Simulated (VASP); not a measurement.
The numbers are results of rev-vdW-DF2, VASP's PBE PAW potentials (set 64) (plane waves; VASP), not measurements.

A VASP calculation is set up with these files.

### INCAR
```
# general
SYSTEM    =  InP
PREC      =  Accurate
ENCUT     =  520
LREAL     =  .False.   # projection in real space or not
LASPH     =  .True.   # aspherical one-centre terms

# electronic loop
EDIFF     =  1E-7
NELM      =  100   # most electronic steps
ALGO      =  Normal
LMAXMIX   =  4   # l cut-off of mixed one-centre charges

# smearing
ISMEAR    =  -5

# functional
GGA       =  MK
LUSE_VDW  =  .True.
AGGAC     =  0.0
PARAM1    =  0.1234568
PARAM2    =  0.7114
ZAB_VDW   =  -1.8867

# ions
ISIF      =  2

# output
LWAVE     =  .False.
LCHARG    =  .True.
LORBIT    =  11   # lm-projected
NEDOS     =  601   # DOS grid
```

**POSCAR**
```
InP
1.0
  0.0000000000   2.9633379381   2.9633379381
  2.9633379381   0.0000000000   2.9633379381
  2.9633379381   2.9633379381   0.0000000000
In P
1 1
Cart
  0.0000000000   0.0000000000   0.0000000000
  1.4816689691   1.4816689691   1.4816689691
```

### KPOINTS
```
Automatic mesh
0
Gamma
9 9 9
0 0 0
```

POTCAR, in this order: In_d P (PBE.64 set). Program: vasp_std.

Unless said otherwise, spin-orbit coupling is left out, though it shifts the bands of the heavy elements here.

Problem. Predict the energy per atom (σ→0), band gap (on the k-mesh).

Solution. 
| Quantity | Result |
|---|---|
| energy per atom (σ→0) | -2208 meV/atom |
| band gap (on the k-mesh) | 0.41 eV |

### OSZICAR
```
...
DAV:   7    -0.441743251735E+01    0.23403E-01   -0.17363E-01  1189   0.351E+00    0.112E+00
DAV:   8    -0.441610935891E+01    0.13232E-02   -0.13520E-02  1182   0.168E+00    0.335E-01
DAV:   9    -0.441628577387E+01   -0.17641E-03   -0.18405E-03  1152   0.705E-01    0.175E-01
DAV:  10    -0.441629061764E+01   -0.48438E-05   -0.17623E-04  1126   0.111E-01    0.116E-01
DAV:  11    -0.441630603767E+01   -0.15420E-04   -0.28507E-05  1048   0.480E-02    0.179E-02
DAV:  12    -0.441630623666E+01   -0.19899E-06   -0.13334E-05  1160   0.788E-02    0.136E-02
DAV:  13    -0.441630626715E+01   -0.30487E-07   -0.61108E-07  1046   0.809E-03
   1 F= -.44163063E+01 E0= -.44163063E+01  d E =0.000000E+00
```

The compound is InP in the zinc blende structure. It was relaxed first.
